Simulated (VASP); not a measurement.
Data:

```
AlBN2
1.0
    2.95828    -4.96506     0.00000
    1.41036     2.44282     0.00000
    0.00000     0.00000     4.49718
B N Al
2 4 2
Cartesian
  1.45114  -0.83782   2.24798
  1.43836   0.79811   4.49657
  1.31774  -0.76080   3.85995
  1.57177   0.72109   1.61136
  3.10548  -3.42150   4.08875
  2.74230  -1.58327   1.84016
  2.99265  -3.35636   2.23353
  2.85513  -1.64841   4.48212
```

Level of theory: PBEsol GGA, VASP's PBE PAW potentials (set 64) (plane waves; VASP). Numerical set-up: 520 eV cut-off, Gaussian smearing of 0.050 eV, potentials B N Al.

Q: What does the run give for the band gap (along the path) with the smallest direct gap where there is one?

A: 
- band gap (along the path) = 4.01 eV
- smallest direct gap (along the path) = 4.44 eV

The absolute energy has meaning only against runs of the same code, potentials and settings.

The structure was generated: Al2B2N4 was put into an ordered model structure (Pmn2_1), which need not be its known phase. It was relaxed first.
